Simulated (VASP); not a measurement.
Data:

```xyz
3
Lattice="0.0000 2.7736 2.7736 2.7736 0.0000 2.7736 2.7736 2.7736 0.0000" Properties=species:S:1:pos:R:3 pbc="T T T"
Cd     2.7736     0.0000     2.7736
F      1.3868     1.3868     1.3868
F      4.1603     4.1603     4.1603
```

These are PBE GGA, VASP's PBE PAW potentials (set 64) (plane waves; VASP 6.6.1) values and carry that method's errors. Run with 520 eV cut-off, 7×7×7 Γ-centred mesh, Gaussian smearing of 0.050 eV, potentials Cd F.

Task: What does the run give for the energy per atom (σ→0), pressure?

Result: 
The energy per atom (σ→0) comes out as -3.633 eV/atom and the pressure comes out as -2.66 GPa.

The absolute energy has meaning only against runs of the same code, potentials and settings.

The compound is CdF2 in the fluorite structure. This cell is one point of a volume scan, at 1.03 of the reference volume.
